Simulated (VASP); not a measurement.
```
CELL_PARAMETERS angstrom
      4.18038     0.00000     0.00000
      0.00000     4.18038     0.00000
      0.00000     0.00000     4.18038
ATOMIC_POSITIONS crystal
  Cu 0.75000 0.25000 0.75000
  Cu 0.25000 0.75000 0.75000
  Cu 0.75000 0.75000 0.25000
  Cu 0.25000 0.25000 0.25000
  O  0.00000 0.00000 0.00000
  O  0.50000 0.50000 0.50000
```

Calculation: LDA (Ceperley-Alder, Perdew-Zunger) with spin-orbit coupling, VASP's LDA PAW potentials (set 64) (plane waves; VASP 6.6.1). Numerical set-up: 520 eV cut-off, 5×5×5 Γ-centred mesh, Gaussian smearing of 0.050 eV, potentials Cu O.

Question: What does the run give for the energy per atom (σ→0), band gap (over mesh and band path) with the smallest direct gap where there is one?

Answer: 
```json
{
  "band gap (over mesh and band path)": "0.60 eV",
  "smallest direct gap (over mesh and band path)": "0.60 eV",
  "energy per atom (σ→0)": "-5436 meV/atom"
}
```

Only differences to runs with the same potentials and settings are physical.

The compound is Cu2O in the cuprite structure. It was relaxed first, which changed the volume by -6 %.
